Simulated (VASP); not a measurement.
Computed with optB88-vdW, VASP's PBE PAW potentials (set 64) (plane waves; VASP).

A VASP calculation is set up with these files.

**KPOINTS**
```
Automatic mesh
0
G
  11 11 9
```

**INCAR**
```
AGGAC  =  0.0
ALGO  =  Normal
EDIFF  =  1E-7
EDIFFG  =  -0.01
ENCUT  =  520
GGA  =  BO
IBRION  =  2
ISIF  =  4
ISMEAR  =  1
LASPH  =  .True.
LCHARG  =  .False.
LREAL  =  .False.
LUSE_VDW  =  .True.
LWAVE  =  .False.
NELM  =  100
NSW  =  30
PARAM1  =  0.1833333333
PARAM2  =  0.22
PREC  =  Accurate
SIGMA  =  0.1
SYSTEM  =  MgB2
```

File POSCAR:
```
MgB2
1
    1.5239899351    -2.6396275106     0.0000000000
    1.5239899351     2.6396275106     0.0000000000
    0.0000000000     0.0000000000     3.4471315238
Mg B
1 2
Direct
  0.0000000000   0.0000000000   0.0000000000
  0.3333330000   0.6666670000   0.5000000000
  0.6666670000   0.3333330000   0.5000000000
```

POTCAR, in this order: Mg B (PBE.64 set). Program: vasp_std.

Output

**OUTCAR**
```
 ion  position               nearest neighbor table
   1  0.000  0.000  0.000-   2 2.46   3 2.46   2 2.46   3 2.46   3 2.46   3 2.46   2 2.46   2 2.46
                             3 2.46   3 2.46   2 2.46   2 2.46
   2  0.333  0.667  0.500-   3 1.76   3 1.76   3 1.76   1 2.46   1 2.46   1 2.46   1 2.46   1 2.46
                             1 2.46
   3  0.667  0.333  0.500-   2 1.76   2 1.76   2 1.76   1 2.46   1 2.46   1 2.46   1 2.46   1 2.46
                             1 2.46
  LATTYP: Found a hexagonal cell.
 ALAT       =     3.0479794483
 C/A-ratio  =     1.1309562884
 Subroutine PRICEL returns:
 Original cell was already a primitive cell.
 Subroutine GETGRP returns: Found 24 space group operations
The static configuration has the point symmetry D_6h.
The dynamic configuration has the point symmetry D_6h.
 Subroutine INISYM returns: Found 24 space group operations
 Subroutine IBZKPT returns following result:
 Found     80 irreducible k-points:

 Following reciprocal coordinates:
            Coordinates               Weight
  0.000000  0.000000  0.000000      1.000000
  0.090909 -0.000000  0.000000      6.000000
  0.181818 -0.000000  0.000000      6.000000
  0.272727  0.000000  0.000000      6.000000
  0.363636  0.000000  0.000000      6.000000
  0.454545  0.000000  0.000000      6.000000
  0.090909  0.090909  0.000000      6.000000
  0.181818  0.090909  0.000000     12.000000
  0.272727  0.090909  0.000000     12.000000
  0.363636  0.090909  0.000000     12.000000
  0.454545  0.090909  0.000000      6.000000
  0.181818  0.181818  0.000000      6.000000
  0.272727  0.181818  0.000000     12.000000
  0.363636  0.181818  0.000000     12.000000
  0.272727  0.272727  0.000000      6.000000
  0.363636  0.272727  0.000000      6.000000
  0.000000  0.000000  0.111111      2.000000
  0.090909 -0.000000  0.111111     12.000000
  0.181818 -0.000000  0.111111     12.000000
  0.272727  0.000000  0.111111     12.000000
  0.363636  0.000000  0.111111     12.000000
  0.454545  0.000000  0.111111     12.000000
  0.090909  0.090909  0.111111     12.000000
  0.181818  0.090909  0.111111     24.000000
  0.272727  0.090909  0.111111     24.000000
  0.363636  0.090909  0.111111     24.000000
  0.454545  0.090909  0.111111     12.000000
  0.181818  0.181818  0.111111     12.000000
  0.272727  0.181818  0.111111     24.000000
  0.363636  0.181818  0.111111     24.000000
  0.272727  0.272727  0.111111     12.000000
  0.363636  0.272727  0.111111     12.000000
  0.000000  0.000000  0.222222      2.000000
  0.090909 -0.000000  0.222222     12.000000
  0.181818 -0.000000  0.222222     12.000000
  0.272727  0.000000  0.222222     12.000000
  0.363636  0.000000  0.222222     12.000000
  0.454545  0.000000  0.222222     12.000000
  0.090909  0.090909  0.222222     12.000000
  0.181818  0.090909  0.222222     24.000000
   k-points           NKPTS =     80   k-points in BZ     NKDIM =     80   number of bands    NBANDS=      8
   number of dos      NEDOS =    301   number of ions     NIONS =      3
   total plane-waves  NPLWV =  16128
   dimension x,y,z NGX =    24 NGY =   24 NGZ =   28
   dimension x,y,z NGXF=    48 NGYF=   48 NGZF=   56
   ions per type =               1   2
   PREC   = accura    normal or accurate (medium, high low for compatibility)
   ISTART =      0    job   : 0-new  1-cont  2-samecut
   ICHARG =      2    charge: 1-file 2-atom 10-const
   ISPIN  =      1    spin polarized calculation?
   LNONCOLLINEAR =      F non collinear calculations
   LSORBIT =      F    spin-orbit coupling
   INIWAV =      1    electr: 0-lowe 1-rand  2-diag
   ENCUT  =  520.0 eV  38.22 Ry    6.18 a.u.   5.67  5.67  6.41*2*pi/ulx,y,z
...
```

**OSZICAR**
```
       N       E                     dE             d eps       ncg     rms          rms(c)
DAV:   1     0.810231383423E+01    0.81023E+01   -0.39831E+03  1376   0.847E+02
DAV:   2    -0.140120957165E+02   -0.22114E+02   -0.21237E+02  1824   0.111E+02
DAV:   3    -0.142889896392E+02   -0.27689E+00   -0.27650E+00  1632   0.150E+01
DAV:   4    -0.142893891269E+02   -0.39949E-03   -0.39948E-03  2048   0.518E-01
DAV:   5    -0.142893893788E+02   -0.25186E-06   -0.25190E-06  1632   0.856E-03    0.551E+00
DAV:   6    -0.127300221290E+02    0.15594E+01   -0.25920E+00  1424   0.909E+00    0.270E+00
DAV:   7    -0.124577194960E+02    0.27230E+00   -0.15687E+00  1576   0.695E+00    0.834E-01
DAV:   8    -0.124551567587E+02    0.25627E-02   -0.16632E-01  1416   0.256E+00    0.518E-01
DAV:   9    -0.124468549731E+02    0.83018E-02   -0.31846E-02  1392   0.109E+00    0.579E-02
DAV:  10    -0.124469003483E+02   -0.45375E-04   -0.57560E-04  1904   0.201E-01    0.308E-02
DAV:  11    -0.124469012962E+02   -0.94785E-06   -0.99029E-05  1440   0.679E-02    0.810E-03
DAV:  12    -0.124468975534E+02    0.37428E-05   -0.13263E-05  1552   0.224E-02    0.900E-04
DAV:  13    -0.124468975852E+02   -0.31757E-07   -0.43634E-07  1816   0.547E-03
   1 F= -.12446898E+02 E0= -.12446493E+02  d E =-.124469E+02
       N       E                     dE             d eps       ncg     rms          rms(c)
DAV:   1    -0.124493393375E+02   -0.24418E-02   -0.35805E-02  1808   0.148E+00    0.116E-01
DAV:   2    -0.124485711793E+02    0.76816E-03   -0.17532E-03  1712   0.267E-01    0.399E-02
DAV:   3    -0.124484878244E+02    0.83355E-04   -0.30237E-04  1592   0.994E-02    0.115E-02
DAV:   4    -0.124484855910E+02    0.22334E-05   -0.14185E-05  1728   0.322E-02    0.153E-03
DAV:   5    -0.124484854495E+02    0.14152E-06   -0.25441E-07  1712   0.424E-03    0.529E-04
DAV:   6    -0.124484854791E+02   -0.29618E-07   -0.15594E-08   864   0.174E-03
   2 F= -.12448485E+02 E0= -.12448314E+02  d E =-.158789E-02
       N       E                     dE             d eps       ncg     rms          rms(c)
DAV:   1    -0.124487009442E+02   -0.21549E-03   -0.38471E-03  1760   0.487E-01    0.392E-02
DAV:   2    -0.124486160879E+02    0.84856E-04   -0.19053E-04  1760   0.882E-02    0.151E-02
DAV:   3    -0.124486048779E+02    0.11210E-04   -0.43812E-05  1560   0.370E-02    0.403E-03
DAV:   4    -0.124486047293E+02    0.14866E-06   -0.17778E-06  1632   0.110E-02    0.638E-04
DAV:   5    -0.124486047038E+02    0.25475E-07   -0.73900E-08  1192   0.179E-03
   3 F= -.12448605E+02 E0= -.12448516E+02  d E =-.170712E-02
```

OUTCAR:
```
------------------------ aborting loop because EDIFF is reached ----------------------------------------
  FORCE on cell =-STRESS in cart. coord.  units (eV):
  Direction    XX          YY          ZZ          XY          YZ          ZX
  --------------------------------------------------------------------------------------
  Total        0.8865045      0.8865042      0.8894523      0.0000000      0.0000000      0.0000000
  in kB       51.2128487     51.2128293     51.3831433      0.0000000      0.0000000      0.0000000
  external PRESSURE =      51.2696071 kB  Pullay stress =       0.0000000 kB
  volume of cell :       27.73
      direct lattice vectors                 reciprocal lattice vectors
     1.518915265 -2.630837912 -0.000000000     0.329182287 -0.190053518  0.000000000
     1.518915265  2.630837912 -0.000000000     0.329182287  0.190053518  0.000000000
    -0.000000000 -0.000000000  3.470203636     0.000000000  0.000000000  0.288167527
 POSITION                                       TOTAL-FORCE (eV/Angst)
 -----------------------------------------------------------------------------------
      0.00000     -0.00000     -0.00000        -0.000000      0.000000      0.000000
      1.51892      0.87695      1.73510        -0.000000      0.000000      0.000000
      1.51892     -0.87695      1.73510         0.000000     -0.000000     -0.000000
 -----------------------------------------------------------------------------------
    total drift:                                0.000000     -0.000000      0.000000
  FREE ENERGIE OF THE ION-ELECTRON SYSTEM (eV)
  ---------------------------------------------------
  free  energy   TOTEN  =       -12.4486047038 eV

  energy  without entropy=      -12.4483376993  energy(sigma->0) =      -12.44851570

 reached required accuracy - stopping structural energy minimisation
```
(Selected blocks of OUTCAR.)

### CONTCAR
```
MgB2
   1.00000000000000
     1.5189152648800863   -2.6308379118126544   -0.0000000000000000
     1.5189152648800863    2.6308379118126544   -0.0000000000000000
    -0.0000000000000000   -0.0000000000000000    3.4702036356895141
  Mg              B
     1     2
Direct
     0.0000000000000000    0.0000000000000000    0.0000000000000000
     0.3333330000000032    0.6666669999999968    0.5000000000000000
     0.6666669999999968    0.3333330000000032    0.5000000000000000
```

The compound is MgB2 in the AlB2 type structure. This cell is one point of a volume scan, at 0.97 of the reference volume. Symmetry was kept, so distortions that lower it aren't found.
